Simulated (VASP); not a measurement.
Output of a VASP run:

**OSZICAR**
```
       N       E                     dE             d eps       ncg     rms          rms(c)
DAV:   1     0.175706992967E+04    0.17571E+04   -0.31963E+04  1272   0.139E+03
DAV:   2     0.453992272563E+03   -0.13031E+04   -0.12771E+04  1776   0.437E+02
DAV:   3     0.134779107261E+02   -0.44051E+03   -0.43596E+03  2000   0.303E+02
DAV:   4    -0.510509201490E+02   -0.64529E+02   -0.62369E+02  2424   0.120E+02
DAV:   5    -0.646696103903E+02   -0.13619E+02   -0.13298E+02  2528   0.568E+01    0.111E+01
DAV:   6    -0.660569352039E+02   -0.13873E+01   -0.19761E+02  2272   0.485E+01    0.394E+01
DAV:   7    -0.601427123504E+02    0.59142E+01   -0.37589E+02  2224   0.107E+02    0.101E+01
DAV:   8    -0.616872977096E+02   -0.15446E+01   -0.60502E+01  2400   0.323E+01    0.626E+00
DAV:   9    -0.618531330809E+02   -0.16584E+00   -0.87432E+00  2328   0.133E+01    0.489E+00
DAV:  10    -0.615796393229E+02    0.27349E+00   -0.20562E+00  2280   0.666E+00    0.402E+00
DAV:  11    -0.612828788818E+02    0.29676E+00   -0.95159E-01  2240   0.423E+00    0.319E+00
DAV:  12    -0.611231184346E+02    0.15976E+00   -0.33551E-01  2272   0.263E+00    0.270E+00
DAV:  13    -0.609168431473E+02    0.20628E+00   -0.26088E-01  2008   0.204E+00    0.199E+00
DAV:  14    -0.608984641494E+02    0.18379E-01   -0.57940E-02  2360   0.979E-01    0.185E+00
DAV:  15    -0.608914641579E+02    0.70000E-02   -0.12556E-02  2336   0.443E-01    0.179E+00
DAV:  16    -0.608518176743E+02    0.39646E-01   -0.15005E-02  1864   0.504E-01    0.162E+00
DAV:  17    -0.607218757990E+02    0.12994E+00   -0.22079E-01  1664   0.191E+00    0.846E-01
DAV:  18    -0.607118463988E+02    0.10029E-01   -0.76445E-02  2208   0.823E-01    0.438E-01
DAV:  19    -0.607096240527E+02    0.22223E-02   -0.95996E-03  2232   0.360E-01    0.289E-01
DAV:  20    -0.607085864335E+02    0.10376E-02   -0.37859E-03  2208   0.207E-01    0.184E-01
DAV:  21    -0.607076624393E+02    0.92399E-03   -0.57022E-03  2088   0.265E-01    0.627E-02
DAV:  22    -0.607076839700E+02   -0.21531E-04   -0.12981E-03  2272   0.127E-01    0.446E-02
DAV:  23    -0.607076977815E+02   -0.13812E-04   -0.22941E-04  2328   0.636E-02    0.397E-02
DAV:  24    -0.607076911348E+02    0.66467E-05   -0.61831E-05  2072   0.320E-02    0.309E-02
DAV:  25    -0.607076905452E+02    0.58961E-06   -0.13944E-05  1512   0.183E-02    0.265E-02
DAV:  26    -0.607076861381E+02    0.44072E-05   -0.97868E-06  1552   0.150E-02    0.175E-02
DAV:  27    -0.607076843377E+02    0.18003E-05   -0.57832E-06  1256   0.124E-02    0.126E-02
DAV:  28    -0.607076836033E+02    0.73438E-06   -0.27828E-06  1112   0.111E-02
   1 F= -.60707684E+02 E0= -.60590626E+02  d E =-.234115E+00
```

### OUTCAR
```
------------------------ aborting loop because EDIFF is reached ----------------------------------------
  FORCE on cell =-STRESS in cart. coord.  units (eV):
  Direction    XX          YY          ZZ          XY          YZ          ZX
  --------------------------------------------------------------------------------------
  Total      -17.7318224    -15.4164517    -16.6064343      0.0000000      0.0000000      0.0000000
  in kB      -47.7190927    -41.4880700    -44.6904982      0.0000000      0.0000000      0.0000000
  external PRESSURE =     -44.6325536 kB  Pullay stress =       0.0000000 kB
  volume of cell :      595.35
      direct lattice vectors                 reciprocal lattice vectors
     3.834273000  0.000000000  0.000000000     0.260805634  0.000000000  0.000000000
     0.000000000 12.161673000  0.000000000     0.000000000  0.082225529  0.000000000
     0.000000000  0.000000000 12.767193000     0.000000000  0.000000000  0.078325753
 POSITION                                       TOTAL-FORCE (eV/Angst)
 -----------------------------------------------------------------------------------
      2.23666      0.00000      4.19180         0.000000      0.114723      0.266206
      2.23666      6.08084      4.19180         0.000000     -0.114723      0.266206
      2.23666      3.04042      2.00001         0.000000      0.000000      0.183283
      0.31952      9.12125      3.09590         0.000000      0.000000      0.164361
      0.31952      0.00000      7.47949         0.000000     -0.038723      0.027818
      0.31952      6.08084      7.47949         0.000000      0.038723      0.027818
      0.31952      3.04042      5.28770         0.000000      0.000000     -0.156460
      2.23666      9.12125      6.38360         0.000000      0.000000     -0.027261
      2.23666      0.00000     10.76719         0.000000     -0.007856     -0.312822
      2.23666      6.08084     10.76719         0.000000      0.007856     -0.312822
      2.23666      3.04042      8.57539         0.000000      0.000000     -0.037425
      0.31952      9.12125      9.67129         0.000000      0.000000     -0.088903
 -----------------------------------------------------------------------------------
    total drift:                               -0.000000      0.000000     -0.004072
  FREE ENERGIE OF THE ION-ELECTRON SYSTEM (eV)
  ---------------------------------------------------
  free  energy   TOTEN  =       -60.7076836033 eV

  energy  without entropy=      -60.4735690665  energy(sigma->0) =      -60.59062633
```
(Selected blocks of OUTCAR.)

POSCAR:
```
La
1
    3.8342730000     0.0000000000     0.0000000000
    0.0000000000    12.1616730000     0.0000000000
    0.0000000000     0.0000000000    12.7671930000
La
12
Direct
  0.5833330000   0.0000000000   0.3283260000
  0.5833330000   0.5000000000   0.3283260000
  0.5833330000   0.2500000000   0.1566520000
  0.0833330000   0.7500000000   0.2424890000
  0.0833330000   0.0000000000   0.5858370000
  0.0833330000   0.5000000000   0.5858370000
  0.0833330000   0.2500000000   0.4141630000
  0.5833330000   0.7500000000   0.5000000000
  0.5833330000   0.0000000000   0.8433480000
  0.5833330000   0.5000000000   0.8433480000
  0.5833330000   0.2500000000   0.6716740000
  0.0833330000   0.7500000000   0.7575110000
```

Problem. Reconstruct the remaining input files.

Solution. Several could match; the one computed here: the input of the run itself, LDA (Ceperley-Alder, Perdew-Zunger), plane waves, VASP's LDA PAW potentials (set 64).

**INCAR**
```
ALGO = Normal
EDIFF = 1E-6
ENCUT = 300
ISIF = 2
ISMEAR = 0
LASPH = .TRUE.
LCHARG = .FALSE.
LMAXMIX = 6
LREAL = .FALSE.
LWAVE = .FALSE.
NELM = 100
PREC = Accurate
SIGMA = 0.136
SYSTEM = La
```

KPOINTS:
```
Automatic mesh
0
Gamma
7 3 1
0 0 0
```

POTCAR, in this order: La (LDA.64 set). Program: vasp_std.

At this cut-off the stress carries a Pulay error, which pulls relaxed volumes low. The cell holds a wide vacuum, so values per volume refer to the whole cell.

The cell is a sheet with vacuum, built from a database entry that may be metastable or hypothetical.
